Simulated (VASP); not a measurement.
Output of a VASP run:

### OSZICAR
```
       N       E                     dE             d eps       ncg     rms          rms(c)
DAV:   1     0.500596494406E+03    0.50060E+03   -0.27971E+04  1376   0.163E+03
DAV:   2    -0.151294978981E+02   -0.51573E+03   -0.50546E+03  1430   0.436E+02
DAV:   3    -0.490366747834E+02   -0.33907E+02   -0.33310E+02  1532   0.980E+01
DAV:   4    -0.498837211759E+02   -0.84705E+00   -0.84129E+00  1508   0.150E+01
DAV:   5    -0.499009878963E+02   -0.17267E-01   -0.17255E-01  1495   0.207E+00    0.346E+01
DAV:   6    -0.485148011961E+02    0.13862E+01   -0.69890E+00  1465   0.155E+01    0.134E+01
DAV:   7    -0.483117016292E+02    0.20310E+00   -0.36590E+00  1462   0.798E+00    0.559E+00
DAV:   8    -0.481471278804E+02    0.16457E+00   -0.74768E-01  1532   0.472E+00    0.134E+00
DAV:   9    -0.481482053679E+02   -0.10775E-02   -0.58410E-02  1585   0.119E+00    0.761E-01
DAV:  10    -0.481460305144E+02    0.21749E-02   -0.15711E-02  1582   0.804E-01    0.117E-01
DAV:  11    -0.481460152364E+02    0.15278E-04   -0.10671E-03  1527   0.193E-01    0.999E-02
DAV:  12    -0.481459936574E+02    0.21579E-04   -0.65064E-05  1548   0.470E-02    0.539E-02
DAV:  13    -0.481459905467E+02    0.31108E-05   -0.35241E-05  1550   0.329E-02    0.257E-03
DAV:  14    -0.481459906193E+02   -0.72644E-07   -0.11969E-06   978   0.638E-03
   1 F= -.41641325E+02 E0= -.41641325E+02  d E =-.416413E+02
```

**OUTCAR**
```
------------------------ aborting loop because EDIFF is reached ----------------------------------------
  FORCE on cell =-STRESS in cart. coord.  units (eV):
  Direction    XX          YY          ZZ          XY          YZ          ZX
  --------------------------------------------------------------------------------------
  Total        6.5338900      6.5338870      6.4354777      0.0000000      0.0000000      0.0000000
  in kB      100.4492786    100.4492324     98.9363279      0.0000000      0.0000000      0.0000000
  external PRESSURE =      -0.0550537 kB  Pullay stress =     100.0000000 kB
  volume of cell :      104.22
      direct lattice vectors                 reciprocal lattice vectors
     1.585122354 -2.745511822  0.000000000     0.315433064 -0.182115406  0.000000000
     1.585122354  2.745511822  0.000000000     0.315433064  0.182115406  0.000000000
     0.000000000  0.000000000 11.973454774     0.000000000  0.000000000  0.083518084
 POSITION                                       TOTAL-FORCE (eV/Angst)
 -----------------------------------------------------------------------------------
      1.58512      0.91517      2.99336        -0.000000      0.000000      0.000000
      1.58512     -0.91517      8.98009         0.000000      0.000000      0.000000
      1.58512      0.91517     10.66355         0.000000     -0.000000     -0.014054
      1.58512     -0.91517      4.67682        -0.000000      0.000000     -0.014054
      1.58512     -0.91517      1.30990        -0.000000     -0.000000      0.014054
      1.58512      0.91517      7.29663         0.000000     -0.000000      0.014054
 -----------------------------------------------------------------------------------
    total drift:                                0.000000      0.001018     -0.000034
  FREE ENERGIE OF THE ION-ELECTRON SYSTEM (eV)
  ---------------------------------------------------
  free  energy   TOTEN  =       -48.1459906193 eV

  energy  without entropy=      -48.1459906193  energy(sigma->0) =      -48.14599062
  enthalpy is  TOTEN    =       -41.6413246423 eV   P V=        6.5046659770

 reached required accuracy - stopping structural energy minimisation
```
(Selected blocks of OUTCAR.)

### POSCAR
```
WSe2
1
    1.5851223535    -2.7455118217    -0.0000000000
    1.5851223535     2.7455118217    -0.0000000000
    0.0000000000    -0.0000000000    11.9734547735
W Se
2 4
Direct
  0.3333330000   0.6666670000   0.2500000000
  0.6666670000   0.3333330000   0.7500000000
  0.3333330000   0.6666670000   0.8905992542
  0.6666670000   0.3333330000   0.3905992542
  0.6666670000   0.3333330000   0.1094007458
  0.3333330000   0.6666670000   0.6094007458
```

### Question
Reconstruct the remaining input files.

### Answer
Several could match; the one computed here: the input of the run itself, LDA (Ceperley-Alder, Perdew-Zunger), plane waves, VASP's LDA PAW potentials (set 64).

**INCAR**
```
SYSTEM = WSe2
PREC = Accurate; ENCUT = 500; LREAL = .False.
LASPH = .True.
EDIFF = 1E-6; NELM = 100; ALGO = Normal
LMAXMIX = 6
ISMEAR = 0; SIGMA = 0.05
IBRION = 2; NSW = 40; ISIF = 3
EDIFFG = -0.02; PSTRESS = 100
LWAVE = .False.; LCHARG = .False.
```

File KPOINTS:
```
kpoints
0
Gamma
8 8 2
0 0 0
```

POTCAR, in this order: W_sv Se (LDA.64 set). Program: vasp_std.

The compound is WSe2 in the 2H layered structure. It was relaxed first under an external pressure of 10 GPa.
